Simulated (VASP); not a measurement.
Given:

```
CELL_PARAMETERS angstrom
      0.00000     2.58295     2.60946
      2.62345     0.00000     2.60946
      2.62345     2.58295     0.00000
ATOMIC_POSITIONS crystal
  Li 0.00000 0.00000 0.00000
  Cl 0.48971 0.51029 0.51029
```

These are PBE GGA, VASP's PBE PAW potentials (set 64) (plane waves; VASP 6.6.1) values and carry that method's errors. Numerical set-up: EDIFF = 1E-3, 520 eV cut-off, 8×8×8 Γ-centred mesh, Gaussian smearing of 0.050 eV, potentials Li_sv Cl.

### Question
Predict the energy per atom (σ→0), pressure, band gap (on the k-mesh) with the smallest direct gap where there is one.

### Answer

```json
{
  "band gap (on the k-mesh)": "6.05 eV",
  "smallest direct gap (on the k-mesh)": "6.05 eV",
  "energy per atom (σ→0)": "-3.691 eV/atom",
  "pressure": "-10.4 kbar"
}
```

Total energies compare only between runs with the same potentials, cut-off and functional.

The compound is LiCl in the rock salt structure. The cell was not relaxed at this level, atoms are displaced from their ideal sites. The run is one of a series of settings (EDIFF = 1E-3 against the base run), some of them coarse on purpose.
